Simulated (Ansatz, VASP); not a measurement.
Mg2BeSeO2 in VASP and in Ansatz

```
CELL_PARAMETERS angstrom
3.06557 0.00000 0.00000
0.00000 3.06557 0.00000
0.00000 0.00000 10.03276
ATOMIC_POSITIONS crystal
Mg 0.50000 0.00000 0.60169
Mg 0.00000 0.50000 0.39831
Be 0.50000 0.50000 0.00000
Se 0.00000 0.00000 0.00000
O 0.50000 0.00000 0.39236
O 0.00000 0.50000 0.60764
```

Change from the starting cell: species swapped into the Nd2FeSi2Ru type (P-4m2, No. 115).

Alike in both runs: functional PBE; k mesh 12 × 12 × 4; occupations gaussian, width 0.1 eV; no spin polarisation.

Ansatz relaxed the structure, and its values are those at the end. VASP's run is a single point on that final structure, the one shown.

```csv
,VASP,Ansatz
version,VASP 6.6.1,Ansatz 0.2.0
potentials or method,"VASP PAW PBE potentials, release 64 (Mg, Be, Se, O)","scalar-relativistic, plane waves, PAW"
plane-wave cutoff (eV),520,420
valence electrons in the cell,24,50
```

VASP gave:

| Quantity | Value |
| --- | --- |
| gap on the k mesh at the Fermi level (eV) | none |
| pressure (GPa) | -0.2 |
| rms of the force components (eV/Å) | 0.007 |

Question: What did Ansatz give for the same quantities?

Answer: gap on the k mesh at the Fermi level (eV): none; pressure (GPa): 0.0; rms of the force components (eV/Å): 0.000.

A gap of «none» marks a metal or a gap that the smearing closes. The functional is the same, so the differences come from potentials, cutoffs and numerics. The two sets of potentials don't hold the same shells in valence.
